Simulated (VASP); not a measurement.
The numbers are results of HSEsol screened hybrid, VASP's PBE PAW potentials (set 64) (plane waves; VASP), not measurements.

VASP ran on this input.

### KPOINTS
```
Automatic mesh
0
Gamma
10 10 10
0 0 0
```

File POSCAR:
```
BN
1
    0.0000000000     1.7566178472     1.7566178472
    1.7566178472     0.0000000000     1.7566178472
    1.7566178472     1.7566178472     0.0000000000
B N
1 1
Direct
  0.0000000000   0.0000000000   0.0000000000
  0.2500000000   0.2500000000   0.2500000000
```

### INCAR
```
SYSTEM = BN
PREC = Accurate
ENCUT = 520
EDIFF = 1E-6
NELM = 60
ALGO = Normal
LREAL = .FALSE.
LASPH = .TRUE.
ISMEAR = 0
SIGMA = 0.05
GGA = PS
HFSCREEN = 0.2
AEXX = 0.25
LHFCALC = .TRUE.
PRECFOCK = Fast
ISYM = 3
LWAVE = .FALSE.
LCHARG = .FALSE.
ISIF = 2
```

POTCAR, in this order: B N (PBE.64 set). Program: vasp_std. Read from the step before: WAVECAR.

The resulting files:

**OUTCAR**
```
 ion  position               nearest neighbor table
   1  0.000  0.000  0.000-   2 1.52   2 1.52   2 1.52   2 1.52
   2  0.250  0.250  0.250-   1 1.52   1 1.52   1 1.52   1 1.52
  LATTYP: Found a face centered cubic cell.
 ALAT       =     3.5132356944
 Subroutine PRICEL returns:
 Original cell was already a primitive cell.
 Subroutine GETGRP returns: Found 24 space group operations
The static configuration has the point symmetry T_d .
The dynamic configuration has the point symmetry T_d .
 Subroutine INISYM returns: Found 24 space group operations
 Subroutine IBZKPT returns following result:
 Found     47 irreducible k-points:

 Following reciprocal coordinates:
            Coordinates               Weight
  0.000000  0.000000  0.000000      1.000000
  0.100000  0.000000  0.000000      8.000000
  0.200000  0.000000  0.000000      8.000000
  0.300000  0.000000  0.000000      8.000000
  0.400000  0.000000  0.000000      8.000000
  0.500000  0.000000  0.000000      4.000000
  0.100000  0.100000  0.000000      6.000000
  0.200000  0.100000  0.000000     24.000000
  0.300000  0.100000  0.000000     24.000000
  0.400000  0.100000  0.000000     24.000000
  0.500000  0.100000  0.000000     24.000000
 -0.400000  0.100000  0.000000     24.000000
 -0.300000  0.100000  0.000000     24.000000
 -0.200000  0.100000  0.000000     24.000000
 -0.100000  0.100000  0.000000     12.000000
  0.200000  0.200000  0.000000      6.000000
  0.300000  0.200000  0.000000     24.000000
  0.400000  0.200000  0.000000     24.000000
  0.500000  0.200000  0.000000     24.000000
 -0.400000  0.200000  0.000000     24.000000
 -0.300000  0.200000  0.000000     24.000000
 -0.200000  0.200000  0.000000     12.000000
  0.300000  0.300000  0.000000      6.000000
  0.400000  0.300000  0.000000     24.000000
  0.500000  0.300000  0.000000     24.000000
 -0.400000  0.300000  0.000000     24.000000
 -0.300000  0.300000  0.000000     12.000000
  0.400000  0.400000  0.000000      6.000000
  0.500000  0.400000  0.000000     24.000000
 -0.400000  0.400000  0.000000     12.000000
  0.500000  0.500000  0.000000      3.000000
  0.300000  0.200000  0.100000     24.000000
  0.400000  0.200000  0.100000     48.000000
  0.500000  0.200000  0.100000     48.000000
 -0.400000  0.200000  0.100000     24.000000
  0.400000  0.300000  0.100000     24.000000
  0.500000  0.300000  0.100000     48.000000
 -0.400000  0.300000  0.100000     48.000000
 -0.300000  0.300000  0.100000     48.000000
 -0.200000  0.300000  0.100000     24.000000
 Subroutine IBZKPT_HF returns following result:
   k-points           NKPTS =     47   k-points in BZ     NKDIM =   1000   number of bands    NBANDS=      8
   number of dos      NEDOS =    301   number of ions     NIONS =      2
   total plane-waves  NPLWV =   5832
   dimension x,y,z NGX =    18 NGY =   18 NGZ =   18
   dimension x,y,z NGXF=    36 NGYF=   36 NGZF=   36
   ions per type =               1   1
   PREC   = accura    normal or accurate (medium, high low for compatibility)
   ISTART =      1    job   : 0-new  1-cont  2-samecut
   ICHARG =      0    charge: 1-file 2-atom 10-const
   ISPIN  =      1    spin polarized calculation?
   LNONCOLLINEAR =      F non collinear calculations
   LSORBIT =      F    spin-orbit coupling
   INIWAV =      1    electr: 0-lowe 1-rand  2-diag
   ENCUT  =  520.0 eV  38.22 Ry    6.18 a.u.   4.62  4.62  4.62*2*pi/ulx,y,z
   NELM   =     60;   NELMIN=  2; NELMDL=  0     # of ELM steps
   EDIFF  = 0.1E-05   stopping-criterion for ELM
   LREAL  =      F    real-space projection
   NLSPLINE    = F    spline interpolate recip. space projectors
...
```

**OSZICAR**
```
       N       E                     dE             d eps       ncg     rms          rms(c)
DAV:   1    -0.209400595381E+02   -0.20940E+02   -0.26259E-01  1032   0.562E+00    0.512E-01
DAV:   2    -0.209400774191E+02   -0.17881E-04   -0.10112E-03   952   0.270E-01    0.310E-01
DAV:   3    -0.209394521538E+02    0.62527E-03   -0.48940E-04   856   0.218E-01    0.162E-01
DAV:   4    -0.209392747034E+02    0.17745E-03   -0.15276E-04   792   0.118E-01    0.852E-02
DAV:   5    -0.209392258684E+02    0.48835E-04   -0.46338E-05   872   0.626E-02    0.454E-02
DAV:   6    -0.209392126369E+02    0.13231E-04   -0.12128E-05   848   0.326E-02    0.245E-02
DAV:   7    -0.209392088045E+02    0.38324E-05   -0.30160E-06   864   0.171E-02    0.132E-02
DAV:   8    -0.209392076818E+02    0.11227E-05   -0.75224E-07   448   0.901E-03    0.726E-03
DAV:   9    -0.209392073392E+02    0.34258E-06   -0.22010E-07   376   0.517E-03
   1 F= -.20939207E+02 E0= -.20939207E+02  d E =-.142431E-24
```

**OUTCAR**
```
------------------------ aborting loop because EDIFF is reached ----------------------------------------
  FORCE on cell =-STRESS in cart. coord.  units (eV):
  Direction    XX          YY          ZZ          XY          YZ          ZX
  --------------------------------------------------------------------------------------
  Total        1.9386669      1.9386669      1.9386669     -0.0000000     -0.0000000      0.0000000
  in kB      286.5179930    286.5179930    286.5179930     -0.0000000     -0.0000000      0.0000000
  external PRESSURE =     286.5179930 kB  Pullay stress =       0.0000000 kB
  volume of cell :       10.84
      direct lattice vectors                 reciprocal lattice vectors
     0.000000000  1.756617847  1.756617847    -0.284637891  0.284637891  0.284637891
     1.756617847  0.000000000  1.756617847     0.284637891 -0.284637891  0.284637891
     1.756617847  1.756617847  0.000000000     0.284637891  0.284637891 -0.284637891
  FREE ENERGIE OF THE ION-ELECTRON SYSTEM (eV)
  ---------------------------------------------------
  free  energy   TOTEN  =       -20.9392073392 eV

  energy  without entropy=      -20.9392073392  energy(sigma->0) =      -20.93920734

  exchange ACFDT corr.  =         0.00000000  see jH, gK, PRB 81, 115126
```
(Selected blocks of OUTCAR.)

OUTCAR:
```
 val. band max:        7.5706156327   @ k =   0.0000   0.0000   0.0000

 cond. band min:      13.3762134908   @ k =   0.5000   0.5000   0.0000


 Fermi energy:         7.9164224295

 k-point     1 :       0.0000    0.0000    0.0000
  band No.  band energies     occupation
      1     -15.5871      2.00000
      2       7.5706      2.00000
      3       7.5706      2.00000
      4       7.5706      2.00000
      5      18.5425      0.00000
      6      18.5425      0.00000
      7      18.5425      0.00000
      8      21.1957      0.00000

 k-point     2 :       0.1000    0.0000    0.0000
  band No.  band energies     occupation
      1     -15.3065      2.00000
      2       6.1181      2.00000
      3       7.2725      2.00000
      4       7.2725      2.00000
      5      18.9608      0.00000
      6      18.9963      0.00000
      7      18.9963      0.00000
      8      21.9896      0.00000

 k-point     3 :       0.2000    0.0000    0.0000
  band No.  band energies     occupation
      1     -14.4775      2.00000
      2       2.9666      2.00000
      3       6.6000      2.00000
      4       6.6000      2.00000
      5      19.5786      0.00000
      6      19.9175      0.00000
      7      19.9175      0.00000
      8      23.6665      0.00000

 k-point     4 :       0.3000    0.0000    0.0000
  band No.  band energies     occupation
      1     -13.1573      2.00000
      2      -0.4954      2.00000
      3       5.9175      2.00000
      4       5.9175      2.00000
      5      20.1154      0.00000
      6      20.5105      0.00000
      7      20.5105      0.00000
      8      24.9617      0.00000

 k-point     5 :       0.4000    0.0000    0.0000
  band No.  band energies     occupation
      1     -11.5545      2.00000
      2      -3.5143      2.00000
      3       5.4474      2.00000
      4       5.4474      2.00000
      5      20.4889      0.00000
      6      20.5891      0.00000
      7      20.5891      0.00000
...
```

The compound is BN in the zinc blende structure. This cell is one point of a volume scan, at 0.91 of the reference volume. The cell's shape comes from a PBE relaxation.
